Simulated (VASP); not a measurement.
A VASP calculation is set up with these files.

POSCAR:
```
AgIr3
1.0
 -0.0116208917   3.8528945654   3.9234009451
  3.8528945654  -0.0116208917   3.9234009451
  1.9206368368   1.9206368368   0.0000000000
Ir Ag
3 1
Cartesian
  0.0000000000   0.0000000000   0.0000000000
  1.9264472827  -0.0058104459   1.9617004726
 -0.0058104459   1.9264472827   1.9617004726
  1.9206368369   1.9206368369   3.9234009451
```

### INCAR
```
# general
SYSTEM =AgIr3
PREC   =Accurate
ENCUT  =400
LREAL  =F
LASPH  =T

# electronic loop
EDIFF  =1E-7
NELM   =100
ALGO   =Normal
LMAXMIX=6

# smearing
ISMEAR =-5

# functional
GGA    =PS

# ions
ISIF   =2

# output
LWAVE  =F
LCHARG =T
LORBIT =11
NEDOS  =601

# other
LEFG   =T
```

**KPOINTS**
```
Automatic mesh
0
gamma
  8 8 15
0 0 0
```

POTCAR, in this order: Ir Ag (PBE.64 set). Program: vasp_std.

**Question.** Write an equivalent input for Quantum ESPRESSO's pw.x.

**Answer.** One equivalent input (not run):
```
&CONTROL
  calculation = 'scf'
  pseudo_dir = './pseudo'
  outdir = './out'
  tprnfor = .true.
  tstress = .true.
/
&SYSTEM
  ibrav = 0
  nat = 4
  ntyp = 2
  ecutwfc = 82
  occupations = 'tetrahedra'
  input_dft = 'pbesol'
/
&ELECTRONS
  conv_thr = 7.3e-09
  electron_maxstep = 100
/
ATOMIC_SPECIES
  Ir 192.217 Ir.upf
  Ag 107.868 Ag.upf
CELL_PARAMETERS angstrom
    -0.0116209    3.8528946    3.9234009
     3.8528946   -0.0116209    3.9234009
     1.9206368    1.9206368   -0.0000000
ATOMIC_POSITIONS crystal
  Ir   0.0000000  0.0000000  0.0000000
  Ir   0.0000000  0.5000000  0.0000000
  Ir   0.5000000  0.0000000  0.0000000
  Ag   0.5000000  0.5000000  0.0000000
K_POINTS automatic
  8 8 15 0 0 0
```
What does not carry over: the potentials are each code's own (VASP's PAW set, PseudoDojo norm-conserving files in pw.x), so ENCUT and ecutwfc are chosen apart and not converted; conv_thr bounds pw.x's estimated SCF error, while EDIFF bounds the energy change between steps; the field gradients of LEFG aren't asked of the other code.

The structure was generated: AgIr3 was put into an ordered model structure (Cmmm), which need not be its known phase. It was relaxed first.
